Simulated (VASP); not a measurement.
**Li: transverse stress against strain**

Li (bcc, Im-3m, 20.115 Å³/atom and stress up to 0.05 GPa in the relaxed cell, cube axes along x, y and z) under an equal strain ε along x and y, with z held. PBEsol in VASP (plane waves, PAW), 600 eV, 18×18×18 Γ-centred mesh, Methfessel-Paxton smearing 0.10 eV. Against the start cell, which lies near the measured one, the relaxed cell differs by -5.4 % in volume; the values below rest on it. Stress is positive for a compressed cell.

Here s stands for strain and y for stress zz.

```
strain (%)  stress zz (GPa)
----------  ---------------
-1.50                  0.40
-1.00                  0.24
-0.50                  0.09
0.00                  -0.05
0.50                  -0.18
1.00                  -0.31
1.50                  -0.44
3.00                      ?
```

Using a straight line, estimate the missing y at s = 3.00 from the other rows, showing the fit.

Means: s 0, y -0.036. About the means, the sum of products is -1.9450 and the sum of squares of s is 7.0000; the slope is their ratio. Least squares gives y = -0.036 - 0.2779·s. Residuals (row less fit): 0.019, -0.002, -0.013, -0.014, -0.005, 0.004, 0.013; standard error 0.014 (degrees of freedom: 5). The slope gives the elastic constant 2C12 = about 28 GPa. At the withheld row, y = -0.036 - 0.2779 × 3.0 = -0.870 GPa. The calculation gives -0.78 GPa, 0.090 GPa above the prediction (7.6 % of the range of y in the table). The row lies outside the fitted rows, so this is an extrapolation. From the scatter of the fitted rows alone, a prediction at this place has a standard error of 0.021 GPa, so the miss is 4.3 times that.

A polynomial of degree 2 through the 12 other runs of the series gives -0.77 there, so most of the miss is curvature that the fit leaves out. In a metal these values are sensitive to mesh and smearing; energies are taken to zero smearing, stresses follow the free energy. Rows are the converged runs of the series near zero and its far end, less any whose ions stayed unrelaxed beside relaxed ones; series whose fitted rows scatter by over a few per cent of the range, as at a crossing or softening among them, aren't shown in this form. Most that stay on the fit to the last digits aren't either.
